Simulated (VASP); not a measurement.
Output of a VASP run:

File OUTCAR:
```
 ion  position               nearest neighbor table
   1  0.500  0.000  0.756-   3 2.23   4 2.23   3 2.23   4 2.23   2 3.55   2 3.55   2 3.55   2 3.55
                             2 3.62   2 3.62   2 3.62   2 3.62
   2  0.000  0.500  0.244-   3 2.23   4 2.23   4 2.23   3 2.23   1 3.55   1 3.55   1 3.55   1 3.55
                             1 3.62   1 3.62   1 3.62   1 3.62
   3  0.500  0.500  0.000-   1 2.23   2 2.23   1 2.23   2 2.23
   4  0.000  0.000  0.000-   1 2.23   2 2.23   2 2.23   1 2.23
  LATTYP: Found a simple tetragonal cell.
 ALAT       =     3.8086401746
 C/A-ratio  =     1.2416109983
 Subroutine PRICEL returns:
 Original cell was already a primitive cell.
 Subroutine GETGRP returns: Found 16 space group operations
The static configuration has the point symmetry D_2d.
 The point group associated with its full space group is D_4h.
The dynamic configuration has the point symmetry D_2d.
 Subroutine INISYM returns: Found 16 space group operations
 Subroutine IBZKPT returns following result:
 Found     30 irreducible k-points:

 Following reciprocal coordinates:
            Coordinates               Weight
  0.000000  0.000000  0.000000      1.000000
  0.166667  0.000000  0.000000      4.000000
  0.333333  0.000000  0.000000      4.000000
  0.500000  0.000000  0.000000      2.000000
  0.166667  0.166667  0.000000      4.000000
  0.333333  0.166667  0.000000      8.000000
  0.500000  0.166667  0.000000      4.000000
  0.333333  0.333333  0.000000      4.000000
  0.500000  0.333333  0.000000      4.000000
  0.500000  0.500000  0.000000      1.000000
  0.000000  0.000000  0.200000      2.000000
  0.166667  0.000000  0.200000      8.000000
  0.333333  0.000000  0.200000      8.000000
  0.500000  0.000000  0.200000      4.000000
  0.166667  0.166667  0.200000      8.000000
  0.333333  0.166667  0.200000     16.000000
  0.500000  0.166667  0.200000      8.000000
  0.333333  0.333333  0.200000      8.000000
  0.500000  0.333333  0.200000      8.000000
  0.500000  0.500000  0.200000      2.000000
  0.000000  0.000000  0.400000      2.000000
  0.166667  0.000000  0.400000      8.000000
  0.333333  0.000000  0.400000      8.000000
  0.500000  0.000000  0.400000      4.000000
  0.166667  0.166667  0.400000      8.000000
  0.333333  0.166667  0.400000     16.000000
  0.500000  0.166667  0.400000      8.000000
  0.333333  0.333333  0.400000      8.000000
  0.500000  0.333333  0.400000      8.000000
  0.500000  0.500000  0.400000      2.000000
   k-points           NKPTS =     30   k-points in BZ     NKDIM =     30   number of bands    NBANDS=     24
   number of dos      NEDOS =    301   number of ions     NIONS =      4
   total plane-waves  NPLWV =  40960
   dimension x,y,z NGX =    32 NGY =   32 NGZ =   40
   dimension x,y,z NGXF=    64 NGYF=   64 NGZF=   80
   ions per type =               2   2
   PREC   = accura    normal or accurate (medium, high low for compatibility)
   ISTART =      0    job   : 0-new  1-cont  2-samecut
   ICHARG =      2    charge: 1-file 2-atom 10-const
   ISPIN  =      1    spin polarized calculation?
   LNONCOLLINEAR =      F non collinear calculations
   LSORBIT =      F    spin-orbit coupling
   INIWAV =      1    electr: 0-lowe 1-rand  2-diag
   ENCUT  =  620.0 eV  45.57 Ry    6.75 a.u.   7.73  7.73  9.60*2*pi/ulx,y,z
   NELM   =    100;   NELMIN=  2; NELMDL= -5     # of ELM steps
   EDIFF  = 0.1E-05   stopping-criterion for ELM
   LREAL  =      F    real-space projection
   NLSPLINE    = F    spline interpolate recip. space projectors
   LMAXMIX     =    4 max onsite mixed and CHGCAR
   VOSKOWN=      0    Vosko Wilk Nusair interpolation
   EDIFFG = -.2E-01   stopping-criterion for IOM
   NSW    =     40    number of steps for IOM
   NBLOCK =      1;   KBLOCK =     40    inner block; outer block
   IBRION =      2    ionic relax: 0-MD 1-quasi-New 2-CG
   NFREE  =      1    steps in history (QN), initial steepest desc. (CG)
   ISIF   =      3    stress and relaxation
   ISYM   =      2    0-nonsym 1-usesym 2-fastsym
   TEIN   =    0.0    initial temperature
...
```

OSZICAR:
```
       N       E                     dE             d eps       ncg     rms          rms(c)
DAV:   1     0.421444475127E+03    0.42144E+03   -0.22789E+04  1456   0.284E+03
DAV:   2     0.322782802754E+02   -0.38917E+03   -0.38212E+03  1552   0.624E+02
DAV:   3    -0.250682764530E+02   -0.57347E+02   -0.56650E+02  1728   0.201E+02
DAV:   4    -0.273742807097E+02   -0.23060E+01   -0.23036E+01  1656   0.443E+01
DAV:   5    -0.274373174099E+02   -0.63037E-01   -0.63023E-01  1840   0.742E+00    0.108E+01
DAV:   6    -0.242853790183E+02    0.31519E+01   -0.21167E+01  2416   0.503E+01    0.464E+00
DAV:   7    -0.242540024635E+02    0.31377E-01   -0.19846E+00  1640   0.937E+00    0.248E+00
DAV:   8    -0.242447759208E+02    0.92265E-02   -0.55761E-01  2136   0.525E+00    0.104E+00
DAV:   9    -0.242204260833E+02    0.24350E-01   -0.17120E-01  2224   0.414E+00    0.242E-01
DAV:  10    -0.242224379674E+02   -0.20119E-02   -0.21750E-02  2096   0.141E+00    0.222E-01
DAV:  11    -0.242212740703E+02    0.11639E-02   -0.71829E-03  2240   0.824E-01    0.237E-02
DAV:  12    -0.242213768174E+02   -0.10275E-03   -0.92258E-04  1544   0.187E-01    0.530E-02
DAV:  13    -0.242213462428E+02    0.30575E-04   -0.76479E-05  2224   0.895E-02    0.208E-02
DAV:  14    -0.242213396974E+02    0.65454E-05   -0.31648E-05  2152   0.399E-02    0.437E-03
DAV:  15    -0.242213393760E+02    0.32143E-06   -0.44544E-06  1488   0.159E-02
   1 F= -.24221339E+02 E0= -.24221015E+02  d E =-.242213E+02
       N       E                     dE             d eps       ncg     rms          rms(c)
DAV:   1    -0.242251209845E+02   -0.37813E-02   -0.16376E-01  2224   0.467E+00    0.369E-01
DAV:   2    -0.242225651966E+02    0.25558E-02   -0.94553E-03  2056   0.121E+00    0.147E-01
DAV:   3    -0.242219571001E+02    0.60810E-03   -0.11336E-03  1800   0.729E-01    0.587E-02
DAV:   4    -0.242218759098E+02    0.81190E-04   -0.35408E-04  2192   0.275E-01    0.138E-02
DAV:   5    -0.242218760193E+02   -0.10947E-06   -0.70892E-05  2000   0.113E-01    0.561E-03
DAV:   6    -0.242218754928E+02    0.52641E-06   -0.43976E-06  1384   0.316E-02
   2 F= -.24221875E+02 E0= -.24221591E+02  d E =-.536117E-03
       N       E                     dE             d eps       ncg     rms          rms(c)
DAV:   1    -0.242234769255E+02   -0.16009E-02   -0.76184E-02  2224   0.319E+00    0.252E-01
DAV:   2    -0.242222851317E+02    0.11918E-02   -0.43745E-03  2032   0.822E-01    0.100E-01
DAV:   3    -0.242220027752E+02    0.28236E-03   -0.52751E-04  1784   0.496E-01    0.399E-02
DAV:   4    -0.242219658090E+02    0.36966E-04   -0.16528E-04  2200   0.188E-01    0.943E-03
DAV:   5    -0.242219666486E+02   -0.83957E-06   -0.33370E-05  2040   0.771E-02    0.382E-03
DAV:   6    -0.242219663832E+02    0.26539E-06   -0.16942E-06   848   0.217E-02
   3 F= -.24221966E+02 E0= -.24221695E+02  d E =-.627007E-03
```

**OUTCAR**
```
------------------------ aborting loop because EDIFF is reached ----------------------------------------
  FORCE on cell =-STRESS in cart. coord.  units (eV):
  Direction    XX          YY          ZZ          XY          YZ          ZX
  --------------------------------------------------------------------------------------
  Total        0.0363989      0.0363989     -0.0083495      0.0000000      0.0000000      0.0000000
  in kB        0.8541138      0.8541138     -0.1959250      0.0000000      0.0000000      0.0000000
  external PRESSURE =       0.5041009 kB  Pullay stress =       0.0000000 kB
  volume of cell :       68.28
      direct lattice vectors                 reciprocal lattice vectors
     3.798216915  0.000000000  0.000000000     0.263281435  0.000000000  0.000000000
     0.000000000  3.798216915 -0.000000000     0.000000000  0.263281435 -0.000000000
     0.000000000  0.000000000  4.732863316     0.000000000  0.000000000  0.211288586
 POSITION                                       TOTAL-FORCE (eV/Angst)
 -----------------------------------------------------------------------------------
      1.89911      0.00000      3.57346         0.000000     -0.000000     -0.015107
      0.00000      1.89911      1.15940         0.000000      0.000000      0.015107
      1.89911      1.89911     -0.00000         0.000000     -0.000000      0.000000
      0.00000      0.00000      0.00000         0.000000      0.000000      0.000000
 -----------------------------------------------------------------------------------
    total drift:                                0.000000     -0.000000      0.000000
  FREE ENERGIE OF THE ION-ELECTRON SYSTEM (eV)
  ---------------------------------------------------
  free  energy   TOTEN  =       -24.2219663832 eV

  energy  without entropy=      -24.2214229157  energy(sigma->0) =      -24.22169465

 reached required accuracy - stopping structural energy minimisation
```
(Selected blocks of OUTCAR.)

File POSCAR:
```
SnO
1
    3.8086401746     0.0000000000     0.0000000000
    0.0000000000     3.8086401746     0.0000000000
    0.0000000000     0.0000000000     4.7288495295
Sn O
2 2
Direct
  0.5000000000   0.0000000000   0.7559990603
  0.0000000000   0.5000000000   0.2440009397
  0.5000000000   0.5000000000   0.0000000000
  0.0000000000   0.0000000000   0.0000000000
```

Task: Write an INCAR and KPOINTS that could have produced this output.

Result: This is not unique; one that fits is the input of the run itself, PBEsol GGA, plane waves, VASP's PBE PAW potentials (set 64).

### INCAR
```
SYSTEM  =  SnO
PREC  =  Accurate; ENCUT  =  620; LREAL  =  F
LASPH  =  T
EDIFF  =  1E-6; NELM  =  100; ALGO  =  Normal
LMAXMIX  =  4
ISMEAR  =  0; SIGMA  =  0.05
GGA  =  PS
IBRION  =  2; NSW  =  40; ISIF  =  3
EDIFFG  =  -0.02
LWAVE  =  F; LCHARG  =  F
```

**KPOINTS**
```
K-points
0
Gamma
6 6 5
0 0 0
```

POTCAR, in this order: Sn_d O (PBE.64 set). Program: vasp_std.

Without a dispersion term in the relaxation, distances and binding between the weakly bound layers, chains or molecules are unreliable, and so is what depends on them.

The compound is SnO in the litharge structure. This run relaxes it. Symmetry was kept, so distortions that lower it aren't found.
